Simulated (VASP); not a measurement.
Level of theory: PBE GGA, VASP's PBE PAW potentials (set 64) (plane waves; VASP).

The input files of a VASP run:

File KPOINTS:
```
Automatic mesh
0
Gamma
5 5 5
0 0 0
```

**INCAR**
```
SYSTEM = ScB2
PREC = Accurate; ENCUT = 400; LREAL = F
LASPH = T
EDIFF = 1E-6; NELM = 100; ALGO = Normal
LMAXMIX = 4
ISMEAR = 0; SIGMA = 0.272
GGA = PE
ISIF = 2
LWAVE = F; LCHARG = F
```

File POSCAR:
```
ScB2
1
    1.6322880000    -6.4416320000     0.0000000000
    1.6322880000     6.4416320000     0.0000000000
    0.0000000000     0.0000000000     3.2120640000
B Sc
4 2
Direct
  0.9467070000   0.0696030000   0.2288980000
  0.0771000000   0.9478640000   0.7612660000
  0.2449210000   0.7482030000   0.2517370000
  0.7507070000   0.2425720000   0.7500280000
  0.6008820000   0.3964960000   0.2565280000
  0.3796830000   0.5952620000   0.7515430000
```

POTCAR, in this order: B Sc_sv (PBE.64 set). Program: vasp_std.

Output of the run:

**OSZICAR**
```
       N       E                     dE             d eps       ncg     rms          rms(c)
DAV:   1     0.413174929253E+03    0.41317E+03   -0.13958E+04  2670   0.137E+03
DAV:   2    -0.400828605836E+00   -0.41358E+03   -0.40895E+03  3622   0.622E+02
DAV:   3    -0.367196136432E+02   -0.36319E+02   -0.34466E+02  4404   0.188E+02
DAV:   4    -0.384275073396E+02   -0.17079E+01   -0.16471E+01  4324   0.333E+01
DAV:   5    -0.384615213024E+02   -0.34014E-01   -0.33491E-01  4252   0.409E+00    0.170E+01
DAV:   6    -0.353550452137E+02    0.31065E+01   -0.16203E+01  4100   0.375E+01    0.649E+00
DAV:   7    -0.351793949030E+02    0.17565E+00   -0.31865E+00  4607   0.139E+01    0.403E+00
DAV:   8    -0.350568705649E+02    0.12252E+00   -0.41623E-01  4316   0.587E+00    0.204E+00
DAV:   9    -0.350538516904E+02    0.30189E-02   -0.60897E-02  4068   0.241E+00    0.187E-01
DAV:  10    -0.350531364291E+02    0.71526E-03   -0.67263E-03  4044   0.110E+00    0.103E-01
DAV:  11    -0.350529656544E+02    0.17077E-03   -0.12186E-03  4492   0.443E-01    0.521E-02
DAV:  12    -0.350529648345E+02    0.81991E-06   -0.20571E-04  3812   0.143E-01    0.153E-02
DAV:  13    -0.350529665840E+02   -0.17495E-05   -0.19984E-05  3476   0.477E-02    0.624E-03
DAV:  14    -0.350529665348E+02    0.49216E-07   -0.12469E-06  2238   0.166E-02
   1 F= -.35052967E+02 E0= -.34970590E+02  d E =-.164752E+00
```

### OUTCAR
```
------------------------ aborting loop because EDIFF is reached ----------------------------------------
  FORCE on cell =-STRESS in cart. coord.  units (eV):
  Direction    XX          YY          ZZ          XY          YZ          ZX
  --------------------------------------------------------------------------------------
  Total        4.8390553      0.1571908      2.8137522     -0.0185752     -0.2104567     -0.1723855
  in kB      114.7794872      3.7284717     66.7405137     -0.4405937     -4.9919078     -4.0888814
  external PRESSURE =      61.7494909 kB  Pullay stress =       0.0000000 kB
  volume of cell :       67.55
      direct lattice vectors                 reciprocal lattice vectors
     1.632288000 -6.441632000  0.000000000     0.306318493 -0.077620081  0.000000000
     1.632288000  6.441632000  0.000000000     0.306318493  0.077620081  0.000000000
     0.000000000  0.000000000  3.212064000     0.000000000  0.000000000  0.311326300
 POSITION                                       TOTAL-FORCE (eV/Angst)
 -----------------------------------------------------------------------------------
      1.65891     -5.64998      0.73524        -0.374016     -2.541907      0.355548
      1.67304      5.60914      2.44524        -0.316655      2.558378     -0.021638
      1.62106      3.24196      0.80860         0.013251      0.541737     -0.010442
      1.62132     -3.27322      2.40914        -0.155596      0.161481      0.092663
      1.62801     -1.31658      0.82398         0.258655      0.249693      0.098003
      1.59139      1.38868      2.41400         0.574361     -0.969382     -0.514133
 -----------------------------------------------------------------------------------
    total drift:                               -0.001235      0.000781      0.000148
  FREE ENERGIE OF THE ION-ELECTRON SYSTEM (eV)
  ---------------------------------------------------
  free  energy   TOTEN  =       -35.0529665348 eV

  energy  without entropy=      -34.8882142521  energy(sigma->0) =      -34.97059039
```
(Selected blocks of OUTCAR.)

File OUTCAR:
```
 val. band max:        4.8577961335   @ k =  -0.4000   0.2000   0.0000

 cond. band min:       4.8733966899   @ k =  -0.2000   0.2000   0.4000


 Fermi energy:         4.8590422384

 k-point     1 :       0.0000    0.0000    0.0000
  band No.  band energies     occupation
      1     -42.7533      2.00000
      2     -42.7112      2.00000
      3     -21.7005      2.00000
      4     -21.4171      2.00000
      5     -21.3652      2.00000
      6     -21.3290      2.00000
      7     -21.3250      2.00000
      8     -21.2592      2.00000
      9      -5.4822      2.00000
     10      -2.8709      2.00000
     11      -1.3312      2.00000
     12       3.9316      2.00000
     13       4.0295      1.99998
     14       4.1396      1.99982
     15       4.2806      1.99736
     16       4.7685      1.36207
     17       5.0719      0.26844
     18       5.3012      0.02151
     19       5.4497      0.00213
     20       8.7534      0.00000
     21       8.9618      0.00000

 k-point     2 :       0.2000    0.0000    0.0000
  band No.  band energies     occupation
      1     -42.7446      2.00000
      2     -42.7031      2.00000
      3     -21.6788      2.00000
      4     -21.4735      2.00000
      5     -21.4242      2.00000
      6     -21.4110      2.00000
      7     -21.3151      2.00000
      8     -21.2491      2.00000
      9      -4.9158      2.00000
     10      -2.7865      2.00000
     11      -0.6538      2.00000
     12       1.6659      2.00000
     13       3.3255      2.00000
     14       4.1363      1.99983
     15       4.5949      1.83033
     16       4.7773      1.32935
     17       4.9027      0.82025
     18       5.6621      0.00003
     19       5.9214      0.00000
     20       7.3635      0.00000
     21       8.1222      0.00000

 k-point     3 :       0.0000    0.2000    0.0000
  band No.  band energies     occupation
      1     -42.7446      2.00000
      2     -42.7031      2.00000
      3     -21.6793      2.00000
...
```

At this cut-off the stress carries a Pulay error, which pulls relaxed volumes low.

The structure was generated: ScB2 was put into an ordered model structure, which need not be its known phase. The cell was not relaxed at this level, atoms are displaced from their ideal sites. The k-mesh is coarse (spacing up to 0.40 per Å, 2π included), so the numbers may not be converged in it.
